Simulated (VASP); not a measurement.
Input:

```
CELL_PARAMETERS angstrom
      1.56950    -2.78583     0.00000
      1.56950     2.78583     0.00000
      0.00000     0.00000     3.42339
ATOMIC_POSITIONS crystal
  Hf 0.00000 0.00000 0.00000
  B  0.33333 0.66667 0.50000
  B  0.67318 0.33985 0.50000
```

Level of theory: PW91 GGA, VASP's PBE PAW potentials (set 64) (plane waves; VASP 6.6.1). Run with 520 eV cut-off, 10×10×8 Γ-centred mesh, first-order Methfessel-Paxton smearing of 0.10 eV, potentials Hf_pv B.

Unless said otherwise, spin-orbit coupling is left out, though it shifts the bands of the heavy elements here.

Problem. Predict the energy per atom (σ→0), largest force, band gap (on the k-mesh) with the smallest direct gap where there is one.

Solution. 
```
Property                                                    Result
------------------------  ----------------------------------------
band gap (on the k-mesh)  none (metal, semimetal or under 0.01 eV)
energy per atom (σ→0)                               -8.744 eV/atom
largest force                                           0.309 eV/Å
```

The compound is HfB2 in the AlB2 type structure. The cell was not relaxed at this level, atoms are displaced from their ideal sites. The run is one of a series of settings (GGA = 91 against the base run), some of them coarse on purpose.
